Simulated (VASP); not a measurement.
# NbTe (P-6m2) in VASP: further runs

One crystal, NbTe, is run at these levels: PBE; tasks: single point.

Everything below comes from runs of VASP 6.6.1. Logs are shortened: lines on timing, memory, paths and dates and some standing lists are left out, and cuts for length are marked.

## (1) The structure

It takes space group P-6m2 (No. 187, hexagonal). Conventional cell: a = 3.703 Å, b = 3.703 Å, c = 3.694 Å, α = 90.00°, β = 90.00°, γ = 120.00°. Te (site symmetry -6m2) is surrounded by 6 Nb at 2.83 Å. Around Nb (site symmetry -6m2) lie 6 Te at 2.83 Å.

The cell comes from a database or a generator and needn't be the stable form of this composition.

## (2) Single point, PBE

INCAR

```
  PREC = Accurate
  ENCUT = 280
  EDIFF = 1E-7
  ISMEAR = 0
  SIGMA = 0.05
  LREAL = False
  LASPH = True
  NELM = 100
  ALGO = Normal
  ISIF = 2
  LWAVE = False
  LCHARG = False
  GGA = PE
  NBANDS = 16
  ADDGRID = False
```

KPOINTS

```
regular mesh
0
Gamma
  9 9 8
```

POSCAR

```
NbTe
1.0
    3.7029743866      0.0000000000      0.0000000000
   -1.8514871933      3.2068698884      0.0000000000
    0.0000000000      0.0000000000      3.6942110000
Te Nb
1 1
Direct
    0.6666666667      0.3333333333      0.0000000000
    0.0000000000      0.0000000000      0.5000000000
```

Potentials or basis: VASP PAW PBE potentials, release 64 (Te, Nb_pv).

Started as:

```
$ cat potpaw_PBE.64/Te/POTCAR potpaw_PBE.64/Nb_pv/POTCAR > POTCAR
$ mpirun -np 1 vasp_std > vasp.out
```

OUTCAR:

```text
PREC = Accurate
   ENCUT = 280
   EDIFF = 1E-7
   ISMEAR = 0
   LREAL = False
   LASPH = True
   NELM = 100
   ISIF = 2
   GGA = PE

 Found     60 irreducible k-points:

 Following reciprocal coordinates:
            Coordinates               Weight
  0.000000  0.000000  0.000000      1.000000
  0.111111 -0.000000  0.000000      6.000000
  0.222222 -0.000000  0.000000      6.000000
  0.333333  0.000000  0.000000      6.000000
  0.444444 -0.000000  0.000000      6.000000
  0.111111  0.111111  0.000000      6.000000
   k-points           NKPTS =     60   k-points in BZ     NKDIM =     60   number of bands    NBANDS=     16
   number of dos      NEDOS =    301   number of ions     NIONS =      2
   total plane-waves  NPLWV =   8000
   dimension x,y,z NGX =    20 NGY =   20 NGZ =   20
   dimension x,y,z NGXF=    40 NGYF=   40 NGZF=   40
   ions per type =               1   1
   NGX,Y,Z   is equivalent  to a cutoff of   8.98,  8.98,  9.00 a.u.
   NGXF,Y,Z  is equivalent  to a cutoff of  17.96, 17.96, 18.00 a.u.
 SYSTEM =  unknown system
   PREC   = accura    normal or accurate (medium, high low for compatibility)
   ISTART =      0    job   : 0-new  1-cont  2-samecut
   ICHARG =      2    charge: 1-file 2-atom 10-const
   ISPIN  =      1    spin polarized calculation?
   LNONCOLLINEAR =      F non collinear calculations
   LSORBIT =      F    spin-orbit coupling
   LASPH  =      T    aspherical Exc in radial PAW
   ENCUT  =  280.0 eV  20.58 Ry    4.54 a.u.   5.05  5.05  5.04*2*pi/ulx,y,z
   NELM   =    100;   NELMIN=  2; NELMDL= -5     # of ELM steps
   EDIFF  = 0.1E-06   stopping-criterion for ELM
[... 18 lines left out ...]
     AMIX     =   0.40;   BMIX     =  1.00
     AMIX_MAG =   1.60;   BMIX_MAG =  1.00
  volume/ion in A,a.u.               =      21.93       148.02
  Fermi-wavevector in a.u.,A,eV,Ry     =   1.193548  2.255479 19.382272  1.424557
  Thomas-Fermi vector in A             =   2.329560
   LORBIT       =      0    0 simple, 1 ext, 2 COOP (PROOUT), +10 PAW based schemes
   GGA     = PE    functional components
[... 5 lines left out ...]
 non-spin polarized calculation
 Gauss-broadening in eV      SIGMA  =   0.05
  energy-cutoff  :      280.00
  volume of cell :       43.87
 maximum number of plane-waves:       480
   NGX = 11   NGY = 11   NGZ = 11

 number of electron      17.0000019 magnetization

 Free energy of the ion-electron system (eV)
  ---------------------------------------------------
  ext. energy  EPLUGINS =         0.00000000
  ---------------------------------------------------
  free energy    TOTEN  =       -13.49970226 eV

  energy without entropy =      -13.49780737  energy(sigma->0) =      -13.49875481

 E-fermi :   8.3926     XC(G=0): -11.2463

 val. band max:        8.3860702921   @ k =   0.3333   0.0000   0.1250
 cond. band min:       8.4151739407   @ k =   0.1111   0.1111   0.0000
 fundamental gap:      0.0291036486
 Fermi energy:         8.3925642186

 k-point     1 :       0.0000    0.0000    0.0000
  band No.  band energies     occupation
      1     -23.3750      2.00000
      2     -23.1960      2.00000
      3     -23.1960      2.00000
      4      -5.8060      2.00000
      5       5.2929      2.00000
      6       5.2929      2.00000
[... 8 lines left out ...]
     15      15.5091      0.00000
     16      15.5091      0.00000

 k-point     2 :       0.1111   -0.0000    0.0000
  band No.  band energies     occupation
      1     -23.3722      2.00000
      2     -23.2117      2.00000
      3     -23.1996      2.00000
      4      -5.6560      2.00000
      5       4.6352      2.00000
      6       5.3696      2.00000
[... 8 lines left out ...]
     15      16.1269      0.00000
     16      16.2623      0.00000

 k-point     3 :       0.2222   -0.0000    0.0000
  band No.  band energies     occupation
      1     -23.3658      2.00000
      2     -23.2512      2.00000
      3     -23.2090      2.00000
      4      -5.2384      2.00000
      5       3.4368      2.00000
      6       5.2835      2.00000
[... 8 lines left out ...]
     15      16.8326      0.00000
     16      17.6027      0.00000

 k-point     4 :       0.3333    0.0000    0.0000
  band No.  band energies     occupation
      1     -23.3584      2.00000
      2     -23.2955      2.00000
      3     -23.2196      2.00000
      4      -4.6689      2.00000
      5       2.2052      2.00000
      6       4.8656      2.00000
[... 8 lines left out ...]
     15      17.2295      0.00000
     16      17.5969      0.00000

 k-point     5 :       0.4444   -0.0000    0.0000
  band No.  band energies     occupation
      1     -23.3536      2.00000
      2     -23.3242      2.00000
      3     -23.2266      2.00000
      4      -4.2056      2.00000
      5       1.3777      2.00000
      6       4.6475      2.00000
[... 8 lines left out ...]
     15      17.1848      0.00000
     16      18.9775      0.00000

 k-point     6 :       0.1111    0.1111    0.0000
  band No.  band energies     occupation
      1     -23.3677      2.00000
      2     -23.2379      2.00000
      3     -23.2076      2.00000
      4      -5.3716      2.00000
      5       3.8268      2.00000
      6       5.3685      2.00000
[... 8 lines left out ...]
     15      16.8355      0.00000
     16      17.2011      0.00000

 [... further k-points ...]

------------------------ aborting loop because EDIFF is reached ----------------------------------------

  FORCE on cell =-STRESS in cart. coord.  units (eV):
  Direction    XX          YY          ZZ          XY          YZ          ZX
  --------------------------------------------------------------------------------------
  -------------------------------------------------------------------------------------
  Total       -0.1817728     -0.1817728      0.0477206     -0.0000000     -0.0000000      0.0000000
  in kB       -6.6387415     -6.6387415      1.7428623     -0.0000000     -0.0000000      0.0000000
  external PRESSURE =      -3.8448736 kB  Pullay stress =       0.0000000 kB

 VOLUME and BASIS-vectors are now :
 -----------------------------------------------------------------------------
  energy-cutoff  :      280.00
  volume of cell :       43.87
      direct lattice vectors                 reciprocal lattice vectors
     3.702974387  0.000000000  0.000000000     0.270053178  0.155915275  0.000000000
    -1.851487193  3.206869888  0.000000000     0.000000000  0.311830550  0.000000000
     0.000000000  0.000000000  3.694211000     0.000000000  0.000000000  0.270693796

 POSITION                                       TOTAL-FORCE (eV/Angst)
 -----------------------------------------------------------------------------------
      1.85149      1.06896      0.00000         0.000000     -0.000000      0.000000
      0.00000      0.00000      1.84711        -0.000000      0.000000      0.000000
 -----------------------------------------------------------------------------------
    total drift:                               -0.000001      0.000001     -0.000000

  FREE ENERGIE OF THE ION-ELECTRON SYSTEM (eV)
  ---------------------------------------------------
  free  energy   TOTEN  =       -13.4997022593 eV

  energy  without entropy=      -13.4978073679  energy(sigma->0) =      -13.49875481
```

Run time: 11 s. Hardware: 1 thread of Intel Xeon Platinum 8488C (Sapphire Rapids), shared host; peak memory 0.13 GiB.

The run converged, but some of its settings lie outside the range that counts as converged, so its numbers aren't taken as properties of the crystal.

What came out:

```yaml
Free_energy: -13.4997 eV
Pressure: -0.4 GPa
Band_gap_on_the_k_mesh: none (metal or under the smearing width)
```

## (3) Single point, PBE

INCAR: that of step 2 with these lines changed.

```diff
@@ -1,3 +1,3 @@
   PREC = Accurate
-  ENCUT = 280
+  ENCUT = 520
   EDIFF = 1E-7
```

KPOINTS

```
regular mesh
0
Gamma
  7 7 6
```

POSCAR is that of step 2.

Potentials or basis: VASP PAW PBE potentials, release 64 (Te, Nb_pv).

Started as:

```
$ cat potpaw_PBE.64/Te/POTCAR potpaw_PBE.64/Nb_pv/POTCAR > POTCAR
$ mpirun -np 1 vasp_std > vasp.out
```

Run time: 17 s. Hardware: 1 thread of Intel Xeon Platinum 8488C (Sapphire Rapids), shared host; peak memory 0.16 GiB.

These settings aren't checked as converged: the numbers below hold their error.

What came out:

- Free energy: -13.5117 eV
- Pressure: 0.0 GPa
- Band gap on the k mesh: none (metal or under the smearing width)

## (4) For comparison

An earlier run on the cell as given: functional PBE; potentials or basis VASP PAW PBE potentials, release 64 (Te, Nb_sv); cutoff 520 eV; k mesh 8 × 8 × 7; occupations fermi-dirac, width 0.05 eV; no spin polarisation.

* Pressure: -0.8 GPa
* Band gap on the k mesh: none (metal or under the smearing width)
